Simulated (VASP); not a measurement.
These are PW91 GGA, VASP's PBE PAW potentials (set 64) (plane waves; VASP) values and carry that method's errors.

VASP input:

**INCAR**
```
! general
SYSTEM   =  InSb
PREC     =  Accurate
ENCUT    =  520
LREAL    =  .FALSE.   ! projection in real space or not
LASPH    =  .TRUE.   ! aspherical one-centre terms

! electronic loop
EDIFF    =  1E-7   ! SCF stop (eV)
NELM     =  100   ! most electronic steps
ALGO     =  Normal   ! blocked Davidson
LMAXMIX  =  4   ! l cut-off of mixed one-centre charges

! smearing
ISMEAR   =  -5

! functional
GGA      =  91   ! PW91

! ions
ISIF     =  2   ! forces and stress, cell fixed

! output
LWAVE    =  .FALSE.
LCHARG   =  .TRUE.
LORBIT   =  11
NEDOS    =  601   ! DOS grid
```

**KPOINTS**
```
Automatic mesh
0
Gamma
11 11 11
0 0 0
```

**POSCAR**
```
InSb
4.6879840
  0.0000000000   0.7071067077   0.7071067077
  0.7071067077   0.0000000000   0.7071067077
  0.7071067077   0.7071067077   0.0000000000
In Sb
1 1
Cart
  0.0000000000   0.0000000000   0.0000000000
  0.3535533538   0.3535533538   0.3535533538
```

POTCAR, in this order: In_d Sb (PBE.64 set). Program: vasp_std.

**Question.** What will the output report for the number of irreducible k-points (NKPTS), largest plane-wave count, number of space-group operations, FFT grid (NGX, NGY, NGZ)?

**Answer.** 
number of irreducible k-points (NKPTS): 56
largest plane-wave count: 1988
number of space-group operations: 24
FFT grid (NGX, NGY, NGZ): 36 × 36 × 36

The compound is InSb in the zinc blende structure. It was relaxed first, which changed the volume by +7 %.
